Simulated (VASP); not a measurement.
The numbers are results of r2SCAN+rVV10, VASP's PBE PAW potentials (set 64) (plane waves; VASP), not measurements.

The input files of a VASP run:

### KPOINTS
```
Automatic mesh
0
Gamma
6 6 5
0 0 0
```

File POSCAR:
```
SnO
1
    3.7612268749     0.0000000000     0.0000000000
    0.0000000000     3.7612268749     0.0000000000
    0.0000000000     0.0000000000     4.7033337368
Sn O
2 2
Direct
  0.5000000000   0.0000000000   0.7577201287
  0.0000000000   0.5000000000   0.2422798713
  0.5000000000   0.5000000000   0.0000000000
  0.0000000000   0.0000000000   0.0000000000
```

INCAR:
```
NSW  =  30   # most ionic steps
ALGO  =  Normal
ISIF  =  4   # ions and shape, fixed volume
LUSE_VDW  =  .True.
LMAXMIX  =  4   # l cut-off of mixed one-centre charges
SIGMA  =  0.05   # width (eV)
LCHARG  =  .False.
LWAVE  =  .False.
SYSTEM  =  SnO
IBRION  =  2   # conjugate gradients
EDIFFG  =  -0.01
PREC  =  Accurate
LMIXTAU  =  .True.
LASPH  =  .True.   # aspherical one-centre terms
METAGGA  =  R2SCAN
NELM  =  100   # most electronic steps
EDIFF  =  1E-7   # SCF stop (eV)
CPARAM  =  0.0093
ENCUT  =  520
BPARAM  =  11.95
ISMEAR  =  0
LREAL  =  .False.   # projection in real space or not
```

POTCAR, in this order: Sn_d O (PBE.64 set). Program: vasp_std.

Unless said otherwise, spin-orbit coupling is left out, though it shifts the bands of the heavy elements here.

**Question.** Predict the energy per atom (σ→0), band gap (on the k-mesh).

**Answer.** 
The energy per atom (σ→0) is -16.455 eV/atom. The band gap (on the k-mesh) is none (metal, semimetal or under 0.01 eV).

File OSZICAR:
```
...
       N       E                     dE             d eps       ncg     rms          rms(c)
DAV:   1    -0.658207710281E+02   -0.11480E-04   -0.68610E-04  1568   0.228E-01    0.223E-02
DAV:   2    -0.658207643009E+02    0.67272E-05   -0.25308E-05  1976   0.793E-02    0.139E-02
DAV:   3    -0.658207604116E+02    0.38893E-05   -0.63718E-06  2144   0.399E-02    0.198E-03
DAV:   4    -0.658207604484E+02   -0.36812E-07   -0.27996E-06  1616   0.161E-02    0.102E-03
DAV:   5    -0.658207610840E+02   -0.63564E-06   -0.64196E-07  1336   0.678E-03    0.625E-04
DAV:   6    -0.658207610918E+02   -0.77134E-08   -0.72487E-08   880   0.295E-03
   6 F= -.65820761E+02 E0= -.65820507E+02  d E =-.192429E-02
```

The compound is SnO in the litharge structure. This cell is one point of a volume scan, at 0.97 of the reference volume. Symmetry was kept, so distortions that lower it aren't found.
